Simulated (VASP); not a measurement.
Computed with PBE GGA, VASP's PBE PAW potentials (set 64) (plane waves; VASP).

VASP input:

### INCAR
```
! general
SYSTEM =Au
PREC   =Accurate
ENCUT  =480   ! plane-wave cut-off (eV)
LREAL  =F   ! projection in real space or not
LASPH  =T

! electronic loop
EDIFF  =1E-7   ! SCF stop (eV)
NELM   =100
ALGO   =Normal
LMAXMIX=6

! smearing
ISMEAR =1   ! Methfessel-Paxton
SIGMA  =0.1   ! width (eV)

! functional
GGA    =PE   ! PBE

! ions
ISIF   =2

! output
LWAVE  =F
LCHARG =F
```

**KPOINTS**
```
kpoints
0
gamma
14 14 14
0 0 0
```

### POSCAR
```
Au
4.1545310
  0.0000000000   0.4999999478   0.4999999478
  0.4999999478   0.0000000000   0.4999999478
  0.4999999478   0.4999999478   0.0000000000
Au
1
Cartesian
  0.0000000000   0.0000000000   0.0000000000
```

POTCAR, in this order: Au (PBE.64 set). Program: vasp_std.

Q: What will the output report for the number of irreducible k-points (NKPTS), number of bands (NBANDS), largest plane-wave count, number of space-group operations, FFT grid (NGX, NGY, NGZ)?

A: 
number of irreducible k-points (NKPTS): 104
number of bands (NBANDS): 9
largest plane-wave count: 444
number of space-group operations: 48
FFT grid (NGX, NGY, NGZ): 24 × 24 × 24

The compound is Au in the fcc structure. It was relaxed first, which changed the volume by +6 %.
